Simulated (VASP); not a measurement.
An input for Ansatz (written as the equivalent of a VASP run, and not itself run):

Ansatz 0.2 input:
```yaml
crystal:
  lattice:
    - [0.0000000, 2.2396265, 2.2396265]
    - [2.2396265, 0.0000000, 2.2396265]
    - [2.2396265, 2.2396265, 0.0000000]
  atoms:
    - { symbol: B, position: [0.0000000, 0.0000000, 0.0000000] }
    - { symbol: P, position: [0.2500000, 0.2500000, 0.2500000] }
kpoints:
  mp_grid: { grid: [10, 10, 10] }
hamiltonian:
  xc: pbesol
  pseudopotentials: { kind: paw }
scf:
  occupations: { method: gaussian, width: 0.05 }
  max_iter: 100
relax:
  max_steps: 40
  f_tol: 0.02
  cell: { p_target: 5 }
output: { forces: true, stress: true, eigenvalues: true }
```

Translate this input to VASP (INCAR, KPOINTS, POSCAR, choice of POTCAR).

This is not unique; one that fits is 
KPOINTS:
```
Automatic mesh
0
Gamma
10 10 10
0 0 0
```

### INCAR
```
PSTRESS=50
LCHARG=.FALSE.
LASPH=.TRUE.   # aspherical one-centre terms
LREAL=.FALSE.
NELM=100   # most electronic steps
GGA=PS
EDIFFG=-0.02   # ionic stop
PREC=Accurate
NSW=40   # most ionic steps
SIGMA=0.05   # width (eV)
IBRION=2   # conjugate gradients
LWAVE=.FALSE.
ISIF=3   # ions, shape and volume
ALGO=Normal   # blocked Davidson
SYSTEM=BP
ENCUT=620   # plane-wave cut-off (eV)
EDIFF=1E-6   # SCF stop (eV)
ISMEAR=0   # Gaussian
```

File POSCAR:
```
BP
1
   -0.0000000000     2.2396264910     2.2396264910
    2.2396264910     0.0000000000     2.2396264910
    2.2396264910     2.2396264910    -0.0000000000
B P
1 1
Direct
  0.0000000000   0.0000000000   0.0000000000
  0.2500000000   0.2500000000   0.2500000000
```

POTCAR, in this order: B P (PBE.64 set). Program: vasp_std.

Limits of the translation: each code has its own PAW files, so the cut-off isn't converted (ENCUT is set for VASP's; basis.ecutwfc is left out, and Ansatz then takes the one that its files recommend); Ansatz stops its SCF on the density residual and VASP on the energy change (EDIFF).

The structure was generated: BP was put into the zinc blende type (F-43m), which need not be its known phase. It was relaxed first under an external pressure of 5 GPa.
